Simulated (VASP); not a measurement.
**Sr4H15O12 (a cell with a defect): single point with LDA**

The system is Sr4H15O12 (a cell with a defect).

```xyz
31
Lattice="-3.6641 -6.6215 0.0000 3.6641 -6.6215 0.0000 -0.0026 0.0000 6.1227" Properties=species:S:1:pos:R:3 pbc="T T T"
Sr   -0.0261   -8.4816    2.2670
Sr    0.0513   -4.8713    3.7690
Sr   -0.0256   -1.4727    2.3045
Sr   -0.0651  -11.6694    3.9297
H    -0.6931   -7.5964    5.5007
H    -2.9041   -7.5687    5.1212
H    -0.8312  -11.2485    0.5508
H    -1.4747   -9.3496    0.3103
H     1.8360   -6.1333    5.7223
H    -1.7590   -9.3744    4.5011
H     1.6559   -5.8140    1.5611
H     2.8879   -7.8399    5.4007
H     0.7635   -7.9533    5.5164
H     0.8490  -11.1599    0.5237
H     0.0567   -3.9469    0.7462
H     2.2827   -9.2367    0.5326
H    -1.1349   -5.6511    6.4075
H     1.5498   -9.2580    4.5608
H    -1.7811   -5.8371    1.6882
O     0.1215   -7.4780    4.9296
O    -0.0744   -3.6605    1.6269
O    -1.7180   -8.4396    0.3397
O     1.7245   -5.1611    5.7935
O    -1.6949   -9.6615    3.5610
O     1.7707   -6.2064    2.4906
O    -0.0799   -0.8936    4.6447
O    -0.0259  -10.7782    0.9867
O     1.9733   -8.4021    0.1855
O    -1.7266   -5.1915    5.8196
O     1.6808   -9.5789    3.6294
O    -1.7685   -6.4203    2.5687
```

```yaml
Program: VASP 6.6.1
Task: single point
Functional: LDA
Potentials_or_basis: VASP PAW LDA potentials, release 64 (Sr_sv, H, O)
Cutoff: 520 eV
k_mesh: 2 × 2 × 2
Occupations: fermi-dirac, width 0.05 eV
Spin: no spin polarisation
Dipole_correction: no
Charge: -1
Further_INCAR_settings: LREAL = Auto; ALGO = Fast; EDIFF = 1e-06; NBANDS = 84; NELECT = 128.0
```

```json
{
  "Largest force": "2.578 eV/Å",
  "Band gap on the k mesh": "3.62 eV, indirect (least direct gap 3.65 eV)"
}
```

Forces in eV/Å, atoms in the order of the input:
```
Sr   0.009  0.782  0.102
Sr  -0.524 -0.090 -0.062
Sr   0.340 -0.172 -0.411
Sr   0.471  0.438 -0.243
H   -0.816 -0.444  0.111
H    1.331 -0.354  0.815
H   -0.243 -0.113 -0.238
H    0.330 -2.095 -0.172
H   -0.384 -0.095  0.129
H    0.141  0.331  0.067
H    0.116 -0.207  0.922
H   -0.128 -0.564 -0.138
H    1.035 -0.356  0.276
H   -0.137  0.001 -0.017
H    0.612 -1.015 -1.985
H    0.665 -1.930  0.432
H    0.989 -0.685  0.457
H    0.322 -0.084 -0.367
H   -0.137 -1.372  2.178
O   -0.579  1.014 -1.155
O   -0.892  0.268  1.859
O   -0.734  2.453  0.158
O    0.391 -0.048 -0.428
O   -0.205 -0.414  0.268
O    0.089 -0.032 -0.570
O   -0.893  0.778  0.030
O    0.691  0.344  0.584
O   -0.433  1.750  0.066
O   -1.258  0.899 -1.247
O   -0.055 -0.572  0.145
O   -0.113  1.583 -1.567
```

Levels at points of the mesh, in eV from the valence-band top:
```tsv
k point	band 61	band 62	band 63	band 64	band 65	band 66	band 67	band 68
(0.00, 0.00, 0.00)	-0.74	-0.65	-0.46	-0.03	3.62	5.11	5.99	6.17
(0.50, 0.00, 0.00)	-0.85	-0.62	-0.47	-0.07	4.95	5.05	5.82	6.06
(0.00, 0.50, 0.00)	-0.81	-0.71	-0.46	-0.03	4.97	5.09	5.75	6.02
(0.50, 0.50, 0.00)	-0.77	-0.70	-0.53	-0.01	4.80	5.10	5.80	5.89
(0.00, 0.00, 0.50)	-0.76	-0.67	-0.43	0.00	4.83	5.19	5.84	5.96
(0.50, 0.00, 0.50)	-0.82	-0.63	-0.47	-0.05	5.23	5.42	5.86	6.04
(0.00, 0.50, 0.50)	-0.73	-0.67	-0.48	-0.02	5.29	5.61	5.76	5.99
(0.50, 0.50, 0.50)	-0.76	-0.65	-0.54	0.00	5.35	5.54	5.95	6.11
```

Wall time 5.9 min on 1 thread of Intel(R) Xeon(R) 6975P-C (Granite Rapids), on a shared host, peak memory 0.36 GiB.

Caveat: the k mesh is coarse (spacing up to 0.51 Å⁻¹), so the values aren't converged; the cell carries a net charge on a neutralising background, which shifts energy and pressure; the cell is charged against a uniform background, so pressure and absolute levels hang on convention. LDA gaps usually lie below the measured ones, often by a third to a half.
